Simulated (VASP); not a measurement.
Computed with r2SCAN meta-GGA, VASP's PBE PAW potentials (set 64) (plane waves; VASP 6.6.1).

Gaps are without spin-orbit coupling.

Problem. Order these relaxed crystals by band gap, smallest first: MoS2, P6_3/mmc (194); CaCu2S2, P-3m1 (164); HfO2, Fm-3m (225); BN, P6_3mc (186).

Solution. MoS2, P6_3/mmc (194) (1.14 eV), CaCu2S2, P-3m1 (164) (1.63 eV), HfO2, Fm-3m (225) (4.36 eV), BN, P6_3mc (186) (5.72 eV)
